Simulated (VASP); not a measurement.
Input of a VASP 6.6.1 run:

POSCAR

```
NaSb2Au
1.0
    4.3573000000      0.0000000000      0.0000000000
   -2.1786500000      3.7735400000      0.0000000000
    0.0000000000      0.0000000000      6.8184700000
Na Sb Au
1 2 1
Direct
    0.0000000000      0.0000000000      0.5000000000
    0.6666700000      0.3333300000      0.8163200000
    0.3333300000      0.6666700000      0.1836800000
    0.0000000000      0.0000000000      0.0000000000
```

INCAR.step1

```
PREC     = Accurate       # precision mode
ENCUT    = 520            # plane-wave cutoff, eV
EDIFF    = 1E-5           # SCF threshold, eV
ISMEAR   = -1             # smearing method
SIGMA    = 0.05           # smearing width, eV
LREAL    = False          # projectors in reciprocal space
LASPH    = True           # aspherical terms in the spheres
NELM     = 80             # most SCF steps
ALGO     = Normal         # electronic algorithm
ISIF     = 2              # what is computed and relaxed
LWAVE    = True           # write WAVECAR
LCHARG   = False          # write CHGCAR
LMAXMIX  = 4              # l up to which the mixer works
GGA      = PE             # functional
```

The input INCAR.step2:

```
PREC     = Accurate       # precision mode
ENCUT    = 520            # plane-wave cutoff, eV
EDIFF    = 1E-6           # SCF threshold, eV
ISMEAR   = -1             # smearing method
SIGMA    = 0.05           # smearing width, eV
LREAL    = False          # projectors in reciprocal space
LASPH    = True           # aspherical terms in the spheres
NELM     = 80             # most SCF steps
ALGO     = Normal         # electronic algorithm
ISIF     = 2              # what is computed and relaxed
LWAVE    = False          # write WAVECAR
LCHARG   = False          # write CHGCAR
LMAXMIX  = 4              # l up to which the mixer works
METAGGA  = MBJ            # meta-GGA
ISTART   = 1
```

File KPOINTS:

```
Automatic mesh
0
Gamma
  5 5 3
```

The input KPOINTS_OPT:

```
path GMKGALHA,LM,KH
15
line-mode
reciprocal
 0.0000000000  0.0000000000  0.0000000000  G
 0.5000000000  0.0000000000  0.0000000000  M

 0.5000000000  0.0000000000  0.0000000000  M
 0.3333333333  0.3333333333  0.0000000000  K

 0.3333333333  0.3333333333  0.0000000000  K
 0.0000000000  0.0000000000  0.0000000000  G

 0.0000000000  0.0000000000  0.0000000000  G
 0.0000000000  0.0000000000  0.5000000000  A

 0.0000000000  0.0000000000  0.5000000000  A
 0.5000000000  0.0000000000  0.5000000000  L

 0.5000000000  0.0000000000  0.5000000000  L
 0.3333333333  0.3333333333  0.5000000000  H

 0.3333333333  0.3333333333  0.5000000000  H
 0.0000000000  0.0000000000  0.5000000000  A

 0.5000000000  0.0000000000  0.5000000000  L
 0.5000000000  0.0000000000  0.0000000000  M

 0.3333333333  0.3333333333  0.0000000000  K
 0.3333333333  0.3333333333  0.5000000000  H
```

Potentials or basis: VASP PAW PBE potentials, release 64 (Na_pv, Sb, Au).

Run with:

```console
$ cat potpaw_PBE.64/Na_pv/POTCAR potpaw_PBE.64/Sb/POTCAR potpaw_PBE.64/Au/POTCAR > POTCAR
$ cp INCAR.step1 INCAR
$ mpirun -np 1 vasp_std > vasp.out
$ cp INCAR.step2 INCAR
$ mpirun -np 1 vasp_std > vasp.out
```

Question: Estimate the band gap along the path.

Answer: None (metal or under the smearing width).

Levels at the corners of the path, in eV from the Fermi level:
```
point  band 12  band 13  band 14  band 15  band 16  band 17
    Γ    -0.09    -0.09     0.51     1.12     1.12     2.40
    M    -3.46    -2.40    -1.78     0.27     1.58     1.78
    M    -3.46    -2.40    -1.78     0.27     1.58     1.78
    K    -2.47    -2.47    -1.98    -0.02    -0.01     2.58
    K    -2.47    -2.47    -1.98    -0.02    -0.01     2.58
    Γ    -0.09    -0.09     0.51     1.12     1.12     2.40
    Γ    -0.09    -0.09     0.51     1.12     1.12     2.40
    A    -1.25    -0.16    -0.16     1.27     1.27     3.05
    A    -1.25    -0.16    -0.16     1.27     1.27     3.05
    L    -3.83    -2.33    -0.92     0.43     1.20     2.38
    L    -3.83    -2.33    -0.92     0.43     1.20     2.38
    H    -2.84    -2.84    -2.37     1.11     1.11     4.02
    H    -2.84    -2.84    -2.37     1.11     1.11     4.02
    A    -1.25    -0.16    -0.16     1.27     1.27     3.05
    L    -3.83    -2.33    -0.92     0.43     1.20     2.38
    M    -3.46    -2.40    -1.78     0.27     1.58     1.78
    K    -2.47    -2.47    -1.98    -0.02    -0.01     2.58
    H    -2.84    -2.84    -2.37     1.11     1.11     4.02
```

Caveat: spin-orbit coupling is left out, which moves the levels of the heavy elements.
